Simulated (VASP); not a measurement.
Consider the following.

```
CELL_PARAMETERS angstrom
      1.83000    -3.16965     0.00000
      1.83000     3.16965     0.00000
      0.00000     0.00000     5.82000
ATOMIC_POSITIONS crystal
  Zr 0.00000 0.00000 0.00000
  S  0.33333 0.66667 0.25000
  S  0.66667 0.33333 0.75000
```

Computed with LDA (Ceperley-Alder, Perdew-Zunger), VASP's LDA PAW potentials (set 64) (plane waves; VASP). Numerical set-up: 520 eV cut-off, 8×8×4 Γ-centred mesh, Gaussian smearing of 0.050 eV, potentials Zr_sv S.

Energy and stress use the plane-wave basis of the starting cell.

Task: The ions, cell shape and volume are relaxed. Predict the relaxed structure.

Result: 
```
CELL_PARAMETERS angstrom
      1.79896    -3.11589     0.00000
      1.79896     3.11589     0.00000
      0.00000     0.00000     5.64307
ATOMIC_POSITIONS crystal
  Zr 0.00000 0.00000 0.00000
  S  0.33333 0.66667 0.25717
  S  0.66667 0.33333 0.74283
```
Space group P-3m1 (164), at a tolerance of 0.03 Å.

Task: How do energy and volume change from the first to the last step?

Result: The energy (σ→0) changes by -13.2 meV/atom and the volume by -6.3 %, in 11 ionic steps.

The compound is ZrS2 in the 1T layered structure. This run relaxes it. Symmetry was kept, so distortions that lower it aren't found.
